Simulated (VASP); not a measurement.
Runs of VASP 6.6.1 on F4S. The cell holds a molecule in a box, 5 atoms: a = 12.000 Å, b = 11.000 Å, c = 12.000 Å, α = 90.00°, β = 90.00°, γ = 90.00°. 

| task | level | potentials or basis | cutoff (eV) | grid for exact exchange (PRECFOCK) | exchange at q = 0 | screening parameter | gap on the mesh (eV) | largest force (eV/Å) |
| --- | --- | --- | --- | --- | --- | --- | --- | --- |
| single point | PBE | VASP PAW PBE potentials, release 64 (F, S) | 520 | - | - | - | 5.27 | 1.33 |
| single point | PBE0+TS | VASP PAW PBE potentials, release 64 (F_h, S_h) | 900 | Normal | default | - | 7.90 | 0.16 |
| atomic charges | PBE+TS | VASP PAW PBE potentials, release 64 (F, S) | 520 | - | - | - | 5.27 | 1.33 |
| single point | HSE06+D3(BJ) | VASP PAW PBE potentials, release 64 (F, S) | 520 | Fast | - | 0.2 1/A | 7.11 | (a) |
| electron localisation function | PBE | VASP PAW PBE potentials, release 64 (F, S) | 520 | - | - | - | 5.27 | 1.33 |

Alike in all rows: no spin polarisation; cell as given; k mesh 1 × 1 × 1; smearing gaussian 0.01 eV.

**Question.** Estimate the missing entries.

**Answer.** (a) 0.17.

Caveats: the PAW data sets were made with another functional, which shifts forces and pressure a little (some runs).

A k mesh can miss the band edges.

Not every run made on this cell is shown here.
